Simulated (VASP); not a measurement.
Input for VASP

KPOINTS:
```
Automatic mesh
0
Gamma
7 7 4
0 0 0
```

### INCAR
```
METAGGA = R2SCAN
LWAVE = F
PREC = Accurate
ISIF = 3
NELM = 100   # most electronic steps
EDIFF = 1E-6   # SCF stop (eV)
LMAXMIX = 4   # l cut-off of mixed one-centre charges
LASPH = T
IBRION = 2
SIGMA = 0.1   # width (eV)
LREAL = F   # projection in real space or not
ALGO = Normal   # blocked Davidson
ISMEAR = 1
LMIXTAU = T
NSW = 60
EDIFFG = -0.02   # ionic stop
ENCUT = 400   # plane-wave cut-off (eV)
SYSTEM = YSi2
LCHARG = F
```

POSCAR:
```
YSi2
1.0
  2.8144162893  -2.8165088809   0.0026553954
  2.8144162893   2.8165088809   0.0026553954
 -2.7035497730   0.0000000000   7.2544214850
Y Si
2 4
Cart
  0.7867539595  -0.6988581979   5.4434715092
  2.1385288460   0.6988581979   1.8162607666
  0.7623760574   2.1081247604   4.2484115197
  2.1629067482  -2.1081247604   3.0113207561
  0.8111318617   2.1081247604   6.6385314986
  2.1141509439  -2.1081247604   0.6212007772
```

POTCAR, in this order: Y_sv Si (PBE.64 set). Program: vasp_std.

### Question
Translate this r2SCAN calculation to Ansatz.

### Answer
One equivalent input (not run):
Ansatz 0.2 input:
```yaml
crystal:
  lattice:
    - [2.8144163, -2.8165089, 0.0026554]
    - [2.8144163, 2.8165089, 0.0026554]
    - [-2.7035498, 0.0000000, 7.2544215]
  atoms:
    - { symbol: Y, position: [0.6240646, 0.3759354, 0.7500000] }
    - { symbol: Y, position: [0.3759354, 0.6240646, 0.2500000] }
    - { symbol: Si, position: [0.0423311, 0.7908197, 0.5853257] }
    - { symbol: Si, position: [0.9576689, 0.2091803, 0.4146743] }
    - { symbol: Si, position: [0.2091803, 0.9576689, 0.9146743] }
    - { symbol: Si, position: [0.7908197, 0.0423311, 0.0853257] }
kpoints:
  mp_grid: { grid: [7, 7, 4] }
hamiltonian:
  xc: r2scan
  pseudopotentials: { kind: paw }
scf:
  occupations: { method: methfessel_paxton, width: 0.1 }
  max_iter: 100
relax:
  max_steps: 60
  f_tol: 0.02
  cell: {}
output: { forces: true, stress: true, eigenvalues: true }
```
Limits of the translation: each code has its own PAW files, so the cut-off isn't converted (ENCUT is set for VASP's; basis.ecutwfc is left out, and Ansatz then takes the one that its files recommend); Ansatz stops its SCF on the density residual and VASP on the energy change (EDIFF).

The structure comes from a computed database's YSi2 entry (C2/c); how it stands against other phases isn't given here. It was relaxed first. The start is the result of an earlier pass.
